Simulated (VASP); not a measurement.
A run of VASP 6.6.1 is set up as follows.

Contents of INCAR:

```
SYSTEM = Sc2Ga5Cu3
  PREC = Accurate
  ENCUT = 520
  EDIFF = 1E-7
  ISMEAR = 0
  SIGMA = 0.1
  LREAL = .FALSE.
  LASPH = .TRUE.
  NELM = 100
  ALGO = Fast
  ISIF = 2
  LWAVE = .FALSE.
  LCHARG = .FALSE.
  GGA = PS
  NBANDS = 71
```

File KPOINTS:

```
Automatic mesh
0
G
  4 4 2
  0 0 0
```

Contents of POSCAR:

```
Sc2Ga5Cu3
1.0
    4.0985354000      0.0000000000      0.0000000000
    0.0000000000      4.0985354000      0.0000000000
    0.0000000000      0.0000000000      9.7404432986
Cu Ga Sc
3 5 2
Direct
    0.0000000000      0.0000000000      0.5000000000
    0.0000000000      0.0000000000      0.0000000000
    0.5000000000      0.5000000000      0.5000000000
    0.0000000000      0.5000000000      0.8653354462
    0.5000000000      0.0000000000      0.3825602224
    0.5000000000      0.0000000000      0.1346645538
    0.0000000000      0.5000000000      0.6174397776
    0.5000000000      0.5000000000      0.0000000000
    0.5000000000      0.0000000000      0.7443301623
    0.0000000000      0.5000000000      0.2556698377
```

Potentials or basis: VASP PAW PBE potentials, release 64 (Cu, Ga_d, Sc_sv).

Command:

```bash
$ cat potpaw_PBE.64/Cu/POTCAR potpaw_PBE.64/Ga_d/POTCAR potpaw_PBE.64/Sc_sv/POTCAR > POTCAR
$ mpirun -np 1 vasp_std > vasp.out
```

Problem. What does it give for the pressure?

Solution. -1.5 GPa.

Problem. Estimate the band gap on the k mesh.

Solution. None (metal or under the smearing width).

Stress tensor (GPa, compression positive):
```
-2.22  0.00  0.00
 0.00 -2.22  0.00
 0.00  0.00  0.03
```

Caveat: the k mesh is coarse (spacing up to 0.38 Å⁻¹), so the values aren't converged; the PAW data sets were made with another functional, which shifts forces and pressure a little.
